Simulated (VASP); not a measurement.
Method: r2SCAN meta-GGA, VASP's PBE PAW potentials (set 64) (plane waves; VASP 6.6.1).

The input files of a VASP run:

**POSCAR**
```
MoCl6
1.0
  6.1405828975   0.0000000000   0.0000000000
 -3.0702914488   5.3179012657   0.0000000000
  0.0000000000   0.0000000000   5.6233259427
Mo Cl
1 6
Direct
  0.0000000000   0.0000000000   0.5000000000
  0.3038646915   0.3038646915   0.2652873120
  0.6961353085   0.6961353085   0.7347126880
  0.6961353085   0.0000000000   0.2652873120
  0.3038646915   0.0000000000   0.7347126880
  1.0000000000   0.6961353085   0.2652873120
  0.0000000000   0.3038646915   0.7347126880
```

File KPOINTS:
```
Regular mesh
0
gamma
 4 4 4
```

### INCAR
```
SYSTEM=MoCl6
PREC=Accurate; ENCUT=400; LREAL=.FALSE.
LASPH=.TRUE.
EDIFF=1E-6; NELM=100; ALGO=Normal
LMAXMIX=4; LMIXTAU=.TRUE.
ISMEAR=0; SIGMA=0.05
METAGGA=R2SCAN
IBRION=2; NSW=60; ISIF=3
EDIFFG=-0.02
LWAVE=.FALSE.; LCHARG=.FALSE.
```

POTCAR, in this order: Mo_sv Cl (PBE.64 set). Program: vasp_std.

Problem. What will the output report for the number of irreducible k-points (NKPTS), number of bands (NBANDS), largest plane-wave count, number of space-group operations, FFT grid (NGX, NGY, NGZ)?

Solution. 
```yaml
number of irreducible k-points (NKPTS): 13
number of bands (NBANDS): 33
largest_plane_wave_count: 3350
number_of_space_group_operations: 12
FFT grid (NGX, NGY, NGZ): 40 × 40 × 40
```

The structure comes from a computed database's MoCl6 entry (P-31m); how it stands against other phases isn't given here. This run relaxes it. Symmetry was kept, so distortions that lower it aren't found. The start is the result of an earlier pass.
